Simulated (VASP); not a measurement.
Given:

```xyz
5
Lattice="4.0334 0.0000 0.0000 0.0000 4.0334 0.0000 0.0000 0.0000 4.0334" Properties=species:S:1:pos:R:3 pbc="T T T"
Ge     0.0000     0.0000     0.0000
N      2.0167     2.0167     2.0167
Ti     0.0000     2.0167     2.0167
Ti     2.0167     2.0167     0.0000
Ti     2.0167     0.0000     2.0167
```

All values below come from PBEsol GGA, VASP's PBE PAW potentials (set 64) (plane waves; VASP). Numerical set-up: 400 eV cut-off, 6×6×6 Γ-centred mesh, Fermi-Dirac smearing of 0.10 eV, potentials Ge_d N Ti_sv.

At this cut-off the stress carries a Pulay error, which pulls relaxed volumes low.

**Question.** Give the stress tensor in GPa (positive for a compressed cell).

**Answer.** 
```
2.80  0.00  0.00
0.00  2.80  0.00
0.00  0.00  2.80
```
The pressure is its mean diagonal, 2.80 GPa.

The structure was generated: Ti3GeN was put into an ordered model structure, which need not be its known phase. The cell was not relaxed at this level. The electron count is odd and the run is not spin-polarised, which forces a metal.
